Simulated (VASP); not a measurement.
Sn2Ge:

```
Sn Ge
1.0
     4.55138    0.00999   -0.01867
    -4.53409    7.67270    0.02910
    -0.04582    0.01478   11.27537
Sn Ge
8 4
Direct
  0.34277 0.34308 0.80026
  0.27958 0.81363 0.82697
  0.65365 0.18555 0.18782
  0.60158 0.65232 0.18815
  0.39576 0.33689 0.52767
  0.33468 0.84703 0.55845
  0.70981 0.19787 0.45650
  0.64464 0.63223 0.46713
  0.97097 0.96244 0.88991
  0.03091 0.52482 0.89291
  0.00452 0.00866 0.12886
  0.99466 0.48995 0.08602
```

The cell was built by a generator and needn't be a form met in nature.

| Quantity | Value |
| --- | --- |
| Program | VASP 6.6.1 |
| Task | relaxation of cell and atoms |
| Functional | PBE |
| Potentials or basis | VASP PAW PBE potentials, release 64 (Sn_d, Ge_d) |
| Cutoff | 520 eV |
| k mesh | 6 × 6 × 2 |
| Occupations | gaussian, width 0.15 eV |
| Spin | no spin polarisation |

At the start: pressure 3.3 GPa; volume 32.85 Å³/atom.

Q: How do energy, volume and symmetry change on relaxing?

A: Over 64 steps the energy falls by 346.4 meV/atom and the volume is 32.30 Å³/atom (-1.7 %); space group P2_1 (No. 4, to 0.05 Å).

The path:
| step | energy change (eV) | largest force (eV/Å) | pressure (GPa) | volume (Å³) |
| --- | --- | --- | --- | --- |
| 1 | 0.0000 | 6.5788 | 3.32 | 394.25 |
| 3 | -2.9329 | 1.3506 | -2.05 | 423.57 |
| 5 | -3.7473 | 1.1118 | 1.61 | 375.32 |
| 7 | -3.9151 | 0.8967 | 0.01 | 389.27 |
| 9 | -4.0632 | 0.4712 | 0.12 | 386.51 |
| 11 | -4.1095 | 0.2435 | 0.07 | 386.79 |
| 13 | -4.1187 | 0.1457 | 0.31 | 388.04 |
| 15 | -4.1209 | 0.1690 | -0.81 | 389.41 |
| 17 | -4.1211 | 0.1456 | -0.25 | 389.05 |
| 19 | -4.1324 | 0.1735 | -0.06 | 386.26 |
| 21 | -4.1324 | 0.1802 | 0.04 | 386.09 |
| 23 | -4.1387 | 0.1803 | 0.29 | 386.57 |
| 25 | -4.1429 | 0.1627 | 0.26 | 387.72 |
| 27 | -4.1455 | 0.1249 | -0.34 | 389.47 |
| 29 | -4.1497 | 0.0818 | -0.18 | 389.13 |
| 31 | -4.1514 | 0.0617 | -0.49 | 388.03 |
| 33 | -4.1504 | 0.0918 | 0.69 | 385.75 |
| 35 | -4.1518 | 0.0727 | -0.14 | 387.44 |
| 37 | -4.1518 | 0.0737 | 0.09 | 387.35 |
| 39 | -4.1522 | 0.0527 | 0.16 | 386.90 |
| 41 | -4.1529 | 0.0507 | -0.01 | 387.18 |
| 43 | -4.1533 | 0.0562 | -0.01 | 387.46 |
| 45 | -4.1537 | 0.0477 | -0.16 | 388.54 |
| 47 | -4.1541 | 0.0339 | -0.06 | 388.14 |
| 49 | -4.1547 | 0.0337 | -0.06 | 388.13 |
| 51 | -4.1549 | 0.0875 | -0.10 | 388.11 |
| 53 | -4.1552 | 0.0708 | -0.06 | 388.12 |
| 55 | -4.1552 | 0.0670 | -0.06 | 388.12 |
| 57 | -4.1558 | 0.0524 | 0.24 | 387.71 |
| 59 | -4.1558 | 0.0552 | -0.06 | 387.72 |
| 61 | -4.1561 | 0.0425 | 0.03 | 387.33 |
| 63 | -4.1564 | 0.0341 | 0.01 | 387.44 |
| 64 | -4.1567 | 0.0288 | -0.03 | 387.65 |

Final structure:
```
Sn Ge
1.0
     4.51387    0.00025    0.00300
    -4.51338    7.78090    0.00149
     0.00332    0.00148   11.03686
Sn Ge
8 4
Direct
  0.32838 0.33208 0.81096
  0.32778 0.83255 0.80989
  0.65603 0.16563 0.19096
  0.65498 0.66475 0.19186
  0.34839 0.33338 0.55083
  0.33294 0.83518 0.54918
  0.68405 0.16923 0.45112
  0.66531 0.66704 0.45253
  0.99277 0.99775 0.88770
  0.99374 0.49820 0.88689
  0.98902 0.99902 0.11482
  0.99013 0.49963 0.11392
```
